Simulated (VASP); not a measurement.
```
ZrO2
1.0
    0.00000     2.65222     2.65222
    2.65222     0.00000     2.65222
    2.65222     2.65222     0.00000
Zr O
1 2
Cartesian
  0.00000   0.00000   0.00000
  1.32611   1.32611   1.32611
  3.97833   3.97833   3.97833
```

All values below come from vdW-DF2, VASP's PBE PAW potentials (set 64) (plane waves; VASP 6.6.1). Numerical set-up: 520 eV cut-off, 7×7×7 Γ-centred mesh, Gaussian smearing of 0.050 eV, potentials Zr_sv O.

Task: Predict the energy per atom (σ→0), pressure.

Result: 
The energy per atom (σ→0) is -720.0 kJ/mol of atoms. The pressure is -11.20 GPa.

Total energies compare only between runs with the same potentials, cut-off and functional.

The compound is ZrO2 in the fluorite structure, the high-temperature cubic form, which is unstable at 0 K; the monoclinic form is the stable one. This cell is one point of a volume scan, at 1.06 of the reference volume.
